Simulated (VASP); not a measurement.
## CoSn: relaxation of cell and atoms with PBE

Crystal: CoSn.

```
CELL_PARAMETERS angstrom
5.29692 0.00000 0.00000
-2.64846 4.58727 0.00000
0.00000 0.00000 4.22775
ATOMIC_POSITIONS crystal
Co 0.00000 0.50000 0.00000
Co 0.50000 0.50000 0.00000
Co 0.50000 0.00000 0.00000
Sn 0.66667 0.33333 0.50000
Sn 0.33333 0.66667 0.50000
Sn 0.00000 0.00000 0.00000
```

The cell is a database's computed one.

```
Program                : VASP 6.6.1
Task                   : relaxation of cell and atoms
Functional             : PBE
Potentials or basis    : VASP PAW PBE potentials, release 64 (Co, Sn_d)
Cutoff                 : 600 eV
k mesh                 : 9 × 9 × 9
Occupations            : methfessel-paxton, width 0.1 eV
Spin                   : no spin polarisation
Further INCAR settings : ALGO = Normal; EDIFF = 1e-07; IBRION = 2; EDIFFG = -0.005; NSW = 90; ISIF = 3
```

- Pressure after relaxing: 0.0 GPa
- Band gap on the k mesh: none (metal or under the smearing width)

Final structure:
```
CELL_PARAMETERS angstrom
5.29692 0.00000 0.00000
-2.64846 4.58727 0.00000
0.00000 0.00000 4.22775
ATOMIC_POSITIONS crystal
Co 0.00000 0.50000 0.00000
Co 0.50000 0.50000 0.00000
Co 0.50000 0.00000 0.00000
Sn 0.66667 0.33333 0.50000
Sn 0.33333 0.66667 0.50000
Sn 0.00000 0.00000 0.00000
```

Levels at points of the mesh, in eV from the Fermi level:
| k point | band 31 | band 32 | band 33 | band 34 | band 35 | band 36 | band 37 | band 38 |
| --- | --- | --- | --- | --- | --- | --- | --- | --- |
| (0.00, 0.00, 0.00) | -0.42 | -0.42 | -0.39 | -0.39 | 0.52 | 0.59 | 1.35 | 1.35 |

Run time: 2.3 min on 2 MPI ranks on Intel(R) Xeon(R) Platinum 8488C (Sapphire Rapids), with other jobs on the host, peak memory 0.4 GiB a rank.

Caveat: the relaxation stopped at its first step, so nothing moved. Spin polarisation is off, so any magnetic state and its effect on volume and gap are missing.
